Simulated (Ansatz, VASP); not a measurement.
HfGe4 in VASP and in Ansatz

```
CELL_PARAMETERS angstrom
-2.85069 2.85069 2.85069
2.85069 -2.85069 2.85069
2.85069 2.85069 -2.85069
ATOMIC_POSITIONS crystal
Hf 0.00000 0.00000 0.00000
Ge 0.00000 0.00000 0.50000
Ge 0.50000 0.00000 0.00000
Ge 0.50000 0.50000 0.50000
Ge 0.00000 0.50000 0.00000
```

Change from the starting cell: species swapped into the NiHg4 type (Im-3m, No. 229).

Alike in both runs: task relaxation of cell and atoms; functional PBE; k mesh 4 × 4 × 4; occupations gaussian, width 0.1 eV; no spin polarisation.

|  | VASP | Ansatz |
| --- | --- | --- |
| version | VASP 6.6.1 | Ansatz 0.2.0 |
| potentials or method | VASP PAW PBE potentials, release 64 (Hf_pv, Ge_d) | scalar-relativistic, plane waves, PAW |
| plane-wave cutoff (eV) | 600 | 420 |
| valence electrons in the cell | 66 | 82 |

VASP gave:

| Quantity | Value |
| --- | --- |
| gap on the k mesh at the Fermi level, each at its own relaxed structure (eV) | none |
| relaxed volume (Å³/atom) | 23.37 |
| relaxed cell length with the largest relative difference (Å) | 5.334 |
| energy change over the relaxation (meV/atom) | -316 |

What did Ansatz give for the same quantities?

gap on the k mesh at the Fermi level, each at its own relaxed structure (eV): none; relaxed volume (Å³/atom): 23.34; relaxed cell length with the largest relative difference (Å): 5.332; energy change over the relaxation (meV/atom): -309.

A gap of «none» marks a metal or a gap that the smearing closes. The two sets of potentials don't hold the same shells in valence.

Caveats: the k mesh is coarse (spacing up to 0.39 Å⁻¹), so the values aren't converged; the volume moved by over 15 % at a fixed basis, so the end points are rough (VASP). Spin-orbit coupling is left out, which matters for the levels of Hf.
